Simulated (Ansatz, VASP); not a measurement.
# SbAs (Stibarsen): VASP beside Ansatz

```
CELL_PARAMETERS angstrom
2.01275 1.16206 3.61233
-2.01275 1.16206 3.61233
0.00000 -2.32412 3.61233
ATOMIC_POSITIONS crystal
Sb 0.50092 0.50092 0.50092
As 0.00000 0.00000 0.00000
```

Alike in both runs: task single point; functional LDA; k mesh 5 × 5 × 5; occupations fermi-dirac, width 0.1 eV; no spin polarisation.

|  | VASP | Ansatz |
| --- | --- | --- |
| version | VASP 6.6.1 | Ansatz 0.2.0 |
| potentials or method | VASP PAW LDA potentials, release 64 (Sb, As) | plane waves, PAW |
| plane-wave cutoff (eV) | 520 | 450 |
| valence electrons in the cell | 10 | 30 |

|  | VASP | Ansatz | Ansatz less VASP |
| --- | --- | --- | --- |
| rms of the force components (eV/Å) | 0.035 | 0.036 | +0.0010 |

Atom by atom the forces differ by 0.001 eV/Å (rms over components). The two sets of potentials don't hold the same shells in valence.

Caveats: the k mesh is coarse (spacing up to 0.38 Å⁻¹), so the values aren't converged. The runs have no spin-orbit coupling, so splittings on Sb are missing.
